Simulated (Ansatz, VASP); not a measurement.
**Cross-check of Si2W between VASP and Ansatz**

Wanted: the spread between two codes on one cell, functional and k mesh. The cell is taken from a series of runs on this material, whose earlier steps may have relaxed, scaled, displaced or heated it; both programs get it as it stands.

Calculated with Ansatz 0.2.0; plane waves, with VASP 6.6.1 beside it; zone-centre phonons at LDA.

### 1. Starting point

Symmetry: I4/mmm, No. 139, tetragonal system. Conventional cell: a = 3.208 Å, b = 3.208 Å, c = 7.816 Å, α = 90.00°, β = 90.00°, γ = 90.00°. Nearest to Si lie 5 Si at 2.58 to 2.63 Å and 5 W at 2.61 to 2.62 Å. W has 10 Si at 2.61 to 2.62 Å nearest. Farther neighbours are not listed.

### 2. VASP: zone-centre phonons, LDA

Second derivatives magnify differences that forces hide, and they need a tight electronic threshold.

Lines of VASP's logs that name or quote its potential files are left out, and so is its time.

Input file INCAR:

```
SYSTEM = Si2W
PREC = Accurate
ENCUT = 600
EDIFF = 1E-08
NELM = 120
ISMEAR = 1
SIGMA = 0.2
LREAL = .FALSE.
ALGO = Normal
GGA = PW92
NBANDS = 13
LASPH = .TRUE.
LORBIT = 11
LWAVE = .FALSE.
LCHARG = .FALSE.
ISIF = 2
IBRION = 8
GGA_COMPAT = .FALSE.
KPAR = 2
```

Input file POSCAR:

```
Si2W
1.0
   -1.6042295533      1.6042295533      3.9080267243
    1.6042295533     -1.6042295533      3.9080267243
    1.6042295533      1.6042295533     -3.9080267243
Si W
2 1
Direct
    0.3350504604      0.3350504604      0.0000000000
    0.6649495396      0.6649495396      0.0000000000
    0.0000000000      0.0000000000      0.0000000000
```

Input file KPOINTS:

```
Automatic mesh
0
Gamma
20 20 20
0 0 0
```

Potentials, in the order of the species: Si and W (LDA family, release 64).

The run is started by

```sh
$ mpirun -np 2 vasp_std
```

Numbers of over 12 decimals in the logs are rounded to 6 here.

The log of the run:

```text
[banner, memory and clock lines left out]
running    2 mpi-ranks, on    1 nodes
 distrk:  each k-point on    1 cores,    2 groups
 distr:  one band on    1 cores,    1 groups

 POSCAR found type information on POSCAR SiW
 POSCAR found :  2 types and       3 ions
|                                                                             |
|               ----> ADVICE to this user running VASP <----                  |
|                                                                             |
|     You enforced a specific xc type in the INCAR file but a different       |
|     [... a line on the potential file left out ...]
|     I HOPE YOU KNOW WHAT YOU ARE DOING!                                     |
|                                                                             |

 LDA part: xc-table for (Slater(with rela. corr.)+PW92), standard interpolation
 POSCAR, INCAR and KPOINTS ok, starting setup
 FFT: planning ... GRIDC
 FFT: planning ... GRID_SOFT
 FFT: planning ... GRID
 WAVECAR not read
 entering main loop
       N       E                     dE             d eps       ncg     rms          rms(c)
DAV:   1     0.299712297971E+02    0.29971E+02   -0.66301E+03 16674   0.105E+03
DAV:   2    -0.257598086183E+02   -0.55731E+02   -0.51077E+02 20505   0.190E+02
DAV:   3    -0.282787131711E+02   -0.25189E+01   -0.24411E+01 22659   0.339E+01
DAV:   4    -0.283100682387E+02   -0.31355E-01   -0.31303E-01 19563   0.412E+00
DAV:   5    -0.283104692587E+02   -0.40102E-03   -0.40093E-03 23591   0.438E-01    0.254E+01
DAV:   6    -0.275793209519E+02    0.73115E+00   -0.20488E+00 22702   0.885E+00    0.104E+01
DAV:   7    -0.274575472201E+02    0.12177E+00   -0.21150E-01 18958   0.304E+00    0.527E+00
DAV:   8    -0.274313186354E+02    0.26229E-01   -0.42947E-02 21708   0.156E+00    0.496E-01
DAV:   9    -0.274311140732E+02    0.20456E-03   -0.18623E-03 19917   0.299E-01    0.256E-01
DAV:  10    -0.274310245670E+02    0.89506E-04   -0.34692E-04 21001   0.109E-01    0.627E-02
DAV:  11    -0.274310083203E+02    0.16247E-04   -0.52982E-05 20383   0.490E-02    0.252E-02
DAV:  12    -0.274310084655E+02   -0.14520E-06   -0.19045E-06 20627   0.103E-02    0.110E-02
DAV:  13    -0.274310083863E+02    0.79229E-07   -0.19427E-07 20926   0.300E-03    0.185E-03
DAV:  14    -0.274310083820E+02    0.43076E-08   -0.74843E-09 13491   0.633E-04
   1 F= -.27431008E+02 E0= -.27431386E+02  d E =0.113345E-02
 Linear response reoptimize wavefunctions to high precision
DAV:   1    -0.274310083820E+02   -0.62300E-10   -0.88963E-10 15566   0.255E-04
 Linear response DOF=           4
 Linear response progress:
  Degree of freedom:   1/  4
       N       E                     dE             d eps       ncg     rms          rms(c)
RMM:   1    -0.185618607842E-01   -0.18562E-01    0.13242E-02134073   0.909E-01
RMM:   2    -0.170792870847E-01    0.14826E-02   -0.67965E-04 87819   0.210E-01    0.936E-02
RMM:   3    -0.171515619265E-01   -0.72275E-04   -0.15328E-04 89067   0.627E-02    0.502E-02
RMM:   4    -0.173162752349E-01   -0.16471E-03   -0.95813E-05 88247   0.464E-02    0.116E-02
RMM:   5    -0.173032453658E-01    0.13030E-04   -0.14877E-06 92135   0.934E-03    0.119E-03
RMM:   6    -0.173085102908E-01   -0.52649E-05   -0.21781E-07 93373   0.162E-03    0.710E-04
RMM:   7    -0.173085375630E-01   -0.27272E-07   -0.50844E-11 95220   0.354E-04    0.715E-05
RMM:   8    -0.173089647446E-01   -0.42718E-06   -0.14606E-08 96398   0.125E-04    0.230E-05
RMM:   9    -0.173089438896E-01    0.20855E-07   -0.32423E-09100149   0.333E-05    0.384E-06
RMM:  10    -0.173089594787E-01   -0.15589E-07   -0.52303E-09 98490   0.167E-05    0.140E-06
RMM:  11    -0.173089612115E-01   -0.17328E-08   -0.29051E-09 93313   0.122E-05    0.257E-07
 first order change of Fermi-energy   0.18950E-04
 force on displaced ion       1 direction 1 :  -8.190   0.000  -0.000
 Linear response progress:
  Degree of freedom:   2/  4
       N       E                     dE             d eps       ncg     rms          rms(c)
RMM:   1    -0.257757471698E-01   -0.25776E-01    0.36390E-02 41462   0.111E+00
RMM:   2    -0.229863573469E-01    0.27894E-02   -0.11495E-03 26651   0.270E-01    0.145E-01
RMM:   3    -0.229700342471E-01    0.16323E-04   -0.49587E-04 26779   0.104E-01    0.950E-02
RMM:   4    -0.230541924917E-01   -0.84158E-04   -0.64683E-05 27802   0.383E-02    0.383E-02
RMM:   5    -0.230958305082E-01   -0.41638E-04   -0.46601E-06 27741   0.107E-02    0.128E-02
RMM:   6    -0.230998633506E-01   -0.40328E-05   -0.12255E-07 28112   0.347E-03    0.185E-03
RMM:   7    -0.230984086737E-01    0.14547E-05   -0.11056E-07 28781   0.122E-03    0.552E-04
RMM:   8    -0.230984307820E-01   -0.22108E-07   -0.61754E-09 29664   0.233E-04    0.117E-04
RMM:   9    -0.230987797013E-01   -0.34892E-06    0.24786E-09 29412   0.775E-05    0.162E-05
RMM:  10    -0.230987579750E-01    0.21726E-07    0.11269E-08 30661   0.216E-05    0.473E-06
RMM:  11    -0.230987570168E-01    0.95819E-09    0.26354E-09 28765   0.133E-05    0.118E-06
 first order change of Fermi-energy  -0.41989E+00
 force on displaced ion       1 direction 3 :  -0.000  -0.000 -13.590
 Linear response progress:
  Degree of freedom:   3/  4
       N       E                     dE             d eps       ncg     rms          rms(c)
RMM:   1    -0.122269401336E+00   -0.12227E+00   -0.10375E-01 58119   0.179E+00
RMM:   2    -0.121246807203E+00    0.10226E-02   -0.13792E-03 47140   0.248E-01    0.153E-01
RMM:   3    -0.120909432318E+00    0.33737E-03   -0.20284E-04 48446   0.785E-02    0.865E-02
RMM:   4    -0.121041315937E+00   -0.13188E-03   -0.24359E-04 47897   0.888E-02    0.122E-02
RMM:   5    -0.121039026902E+00    0.22890E-05   -0.78185E-06 51223   0.175E-02    0.311E-03
RMM:   6    -0.121047751577E+00   -0.87247E-05   -0.15812E-07 50937   0.236E-03    0.894E-04
RMM:   7    -0.121048256926E+00   -0.50535E-06   -0.79510E-09 52815   0.601E-04    0.117E-04
RMM:   8    -0.121048122241E+00    0.13468E-06    0.20250E-09 53209   0.114E-04    0.525E-05
RMM:   9    -0.121047910862E+00    0.21138E-06    0.25290E-09 54805   0.526E-05    0.452E-06
RMM:  10    -0.121047903697E+00    0.71653E-08    0.58698E-09 54957   0.241E-05    0.273E-06
 first order change of Fermi-energy  -0.87803E-03
 force on displaced ion       3 direction 1 : -10.281  -0.000  -0.000
 Linear response progress:
  Degree of freedom:   4/  4
       N       E                     dE             d eps       ncg     rms          rms(c)
RMM:   1    -0.139154395009E+00   -0.13915E+00   -0.12614E-01 31819   0.186E+00
RMM:   2    -0.134805521821E+00    0.43489E-02   -0.21784E-03 25757   0.306E-01    0.179E-01
RMM:   3    -0.134200716555E+00    0.60481E-03   -0.73087E-04 26795   0.128E-01    0.948E-02
RMM:   4    -0.134252630738E+00   -0.51914E-04   -0.26251E-04 26741   0.886E-02    0.277E-02
RMM:   5    -0.134321371970E+00   -0.68741E-04   -0.39028E-05 26634   0.368E-02    0.637E-03
RMM:   6    -0.134332032044E+00   -0.10660E-04   -0.64459E-07 28848   0.491E-03    0.171E-03
RMM:   7    -0.134328124411E+00    0.39076E-05   -0.80278E-08 27879   0.133E-03    0.229E-04
RMM:   8    -0.134329152776E+00   -0.10284E-05   -0.90285E-09 29100   0.336E-04    0.950E-05
RMM:   9    -0.134329285645E+00   -0.13287E-06   -0.62611E-09 30125   0.895E-05    0.504E-05
RMM:  10    -0.134329208617E+00    0.77027E-07   -0.87931E-09 29665   0.447E-05    0.683E-06
RMM:  11    -0.134329242284E+00   -0.33667E-07   -0.15408E-08 30620   0.311E-05    0.151E-06
RMM:  12    -0.134329244500E+00   -0.22158E-08   -0.73099E-09 29403   0.240E-05    0.493E-07
 first order change of Fermi-energy   0.50296E-03
 force on displaced ion       3 direction 3 :   0.000   0.000 -13.906
 Linear response finished
```

OUTCAR, selected parts (step 2):

```text
ion  position               nearest neighbor table
   1  0.335  0.335  0.000-   2 2.58   3 2.61   3 2.61   3 2.61   3 2.61   3 2.62   2 2.63   2 2.63
                             2 2.63   2 2.63
   2  0.665  0.665  0.000-   1 2.58   3 2.61   3 2.61   3 2.61   3 2.61   3 2.62   1 2.63   1 2.63
                             1 2.63   1 2.63
   3  0.000  0.000  0.000-   2 2.61   2 2.61   2 2.61   1 2.61   2 2.61   1 2.61   1 2.61   1 2.61
                             1 2.62   2 2.62

  LATTYP: Found a body centered tetragonal cell.
 ALAT       =     3.2084591066
 C/A-ratio  =     2.4360770042

 Subroutine GETGRP returns: Found 16 space group operations
 (whereof 16 operations were pure point group operations)

The static configuration has the point symmetry D_4h.

 Found    641 irreducible k-points:

   k-points           NKPTS =    641   k-points in BZ     NKDIM =    641   number of bands    NBANDS=     13

   dimension x,y,z NGX =    36 NGY =   36 NGZ =   36
   dimension x,y,z NGXF=    72 NGYF=   72 NGZF=   72

   ENCUT  =  600.0 eV  44.10 Ry    6.64 a.u.   9.03  9.03  9.03*2*pi/ulx,y,z

   NELECT =      14.0000    total number of electrons

 k-points in reciprocal lattice and weights: Automatic mesh
   0.00000000  0.00000000  0.00000000       0.000
   0.05000000  0.00000000  0.00000000       0.001
   0.10000000  0.00000000  0.00000000       0.001
   0.15000000  0.00000000 -0.00000000       0.001
   0.20000000  0.00000000  0.00000000       0.001
   0.25000000 -0.00000000  0.00000000       0.001
   0.30000000  0.00000000 -0.00000000       0.001
   0.35000000 -0.00000000  0.00000000       0.001
   0.40000000  0.00000000  0.00000000       0.001
[...]
-0.45000000 -0.45000000  0.45000000       0.000
   0.50000000  0.50000000  0.50000000       0.000

 average (electrostatic) potential at core
       1 -80.7870       2 -80.7870       3 -35.1570

  Total       -1.1692241     -1.1692241     -1.1482415      0.0000000     -0.0000000      0.0000000
  in kB      -46.5648052    -46.5648052    -45.7291663      0.0000000     -0.0000000      0.0000000
  external PRESSURE =     -46.2862589 kB  Pullay stress =       0.0000000 kB

  energy-cutoff  :      600.00
  volume of cell :       40.23
      direct lattice vectors                 reciprocal lattice vectors
    -1.604229553  1.604229553  3.908026724     0.000000000  0.311676093  0.127941807
     1.604229553 -1.604229553  3.908026724     0.311676093  0.000000000  0.127941807
     1.604229553  1.604229553 -3.908026724     0.311676093  0.311676093  0.000000000

 POSITION                                       TOTAL-FORCE (eV/Angst)
 -----------------------------------------------------------------------------------
      0.00000      0.00000      2.61877        -0.000000     -0.000000     -0.000955
      0.00000      0.00000      5.19728         0.000000      0.000000      0.000955
      0.00000      0.00000      0.00000         0.000000      0.000000     -0.000000
 -----------------------------------------------------------------------------------
    total drift:                               -0.000000     -0.000000      0.000000

 Eigenvectors and eigenvalues of the dynamical matrix
 ----------------------------------------------------

   1 f  =   13.267321 THz    83.361036 2PiTHz  442.550192 cm-1    54.869206 meV
             X         Y         Z           dx          dy          dz
      0.000000  0.000000  2.618772    -0.000000    0.000000   -0.707107
      0.000000  0.000000  5.197281    -0.000000   -0.000000    0.707107
      0.000000  0.000000  0.000000     0.000000    0.000000    0.000000

   2 f  =    9.890270 THz    62.142402 2PiTHz  329.903910 cm-1    40.902853 meV
             X         Y         Z           dx          dy          dz
      0.000000  0.000000  2.618772     0.707107    0.000000    0.000000
      0.000000  0.000000  5.197281    -0.707107   -0.000000   -0.000000
      0.000000  0.000000  0.000000    -0.000000    0.000000    0.000000

   3 f  =    9.890270 THz    62.142402 2PiTHz  329.903910 cm-1    40.902853 meV
             X         Y         Z           dx          dy          dz
      0.000000  0.000000  2.618772     0.000000   -0.707107   -0.000000
      0.000000  0.000000  5.197281    -0.000000    0.707107    0.000000
      0.000000  0.000000  0.000000    -0.000000   -0.000000    0.000000

   4 f  =    8.887488 THz    55.841737 2PiTHz  296.454705 cm-1    36.755682 meV
             X         Y         Z           dx          dy          dz
      0.000000  0.000000  2.618772     0.000000    0.000000   -0.618857
      0.000000  0.000000  5.197281     0.000000    0.000000   -0.618857
      0.000000  0.000000  0.000000     0.000000   -0.000000    0.483769

   5 f  =    7.641266 THz    48.011488 2PiTHz  254.885187 cm-1    31.601721 meV
             X         Y         Z           dx          dy          dz
      0.000000  0.000000  2.618772    -0.618842   -0.000000    0.000000
      0.000000  0.000000  5.197281    -0.618842    0.000000   -0.000000
      0.000000  0.000000  0.000000     0.483808   -0.000000    0.000000

   6 f  =    7.641266 THz    48.011488 2PiTHz  254.885187 cm-1    31.601721 meV
             X         Y         Z           dx          dy          dz
      0.000000  0.000000  2.618772     0.000000    0.618842    0.000000
      0.000000  0.000000  5.197281     0.000000    0.618842    0.000000
      0.000000  0.000000  0.000000    -0.000000   -0.483808   -0.000000

   7 f/i=    0.000109 THz     0.000687 2PiTHz    0.003647 cm-1     0.000452 meV
             X         Y         Z           dx          dy          dz
      0.000000  0.000000  2.618772    -0.000000    0.000000    0.342076
      0.000000  0.000000  5.197281    -0.000000    0.000000    0.342076
      0.000000  0.000000  0.000000    -0.000000    0.000000    0.875196

   8 f/i=    0.000435 THz     0.002731 2PiTHz    0.014496 cm-1     0.001797 meV
             X         Y         Z           dx          dy          dz
      0.000000  0.000000  2.618772    -0.235139    0.248485   -0.000000
      0.000000  0.000000  5.197281    -0.235139    0.248485   -0.000000
      0.000000  0.000000  0.000000    -0.601536    0.635676   -0.000000

   9 f/i=    0.000435 THz     0.002731 2PiTHz    0.014496 cm-1     0.001797 meV
             X         Y         Z           dx          dy          dz
      0.000000  0.000000  2.618772     0.248485    0.235139   -0.000000
      0.000000  0.000000  5.197281     0.248485    0.235139   -0.000000
      0.000000  0.000000  0.000000     0.635676    0.601536   -0.000000

 ELASTIC MODULI CONTR FROM IONIC RELAXATION (kBar)
 Direction    XX          YY          ZZ          XY          YZ          ZX
 --------------------------------------------------------------------------------
 XX         -23.0171    -23.0171    -38.6359      0.0000     -0.0000      0.0000
 YY         -23.0171    -23.0171    -38.6359      0.0000     -0.0000      0.0000
 ZZ         -38.6359    -38.6359    -64.8534      0.0000     -0.0000      0.0000
 XY           0.0000      0.0000      0.0000      0.0000      0.0000      0.0000
 YZ          -0.0000     -0.0000     -0.0000      0.0000    -29.0789     -0.0000
 ZX           0.0000      0.0000      0.0000      0.0000     -0.0000     -9.3185
 --------------------------------------------------------------------------------
```

(Continued in part 2 of 2.)

[Lines on the potential files, build, host, timing and source positions are cut from VASP's logs without a mark.]

[Logs are printed without paths, hosts, clocks, repeated set-up lines and the standing remarks that a program may print on its own settings, such as how far it seeks lower states.]

[Hosts, paths, dates, database ids (printed as entryN), source tags and the programs' standing remarks are cut or masked in the printed files.]
